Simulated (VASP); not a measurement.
Given:

```xyz
5
Lattice="5.5390 0.0000 0.0000 0.0000 5.5390 0.0000 0.0000 0.0000 5.5390" Properties=species:S:1:pos:R:3 pbc="T T T"
Cs     0.0000     0.0000     0.0000
Pb     2.7695     2.7695     2.7695
Cl     2.7695     0.0000     2.7695
Cl     0.0000     2.7695     2.7695
Cl     2.7695     2.7695     0.0000
```

Calculation: rev-vdW-DF2, VASP's PBE PAW potentials (set 64) (plane waves; VASP). Numerical set-up: 520 eV cut-off, 4×4×4 Γ-centred mesh, Gaussian smearing of 0.050 eV, potentials Cs_sv Pb_d Cl.

Question: Give the stress tensor in GPa (positive for a compressed cell).

Answer: 
```
1.80  0.00  0.00
0.00  1.80  0.00
0.00  0.00  1.80
```
The pressure is its mean diagonal, 1.80 GPa.

The compound is CsPbCl3 in the cubic perovskite structure, the ideal cubic form; the compound distorts at low or room temperature. This cell is one point of a volume scan, at 0.94 of the reference volume.
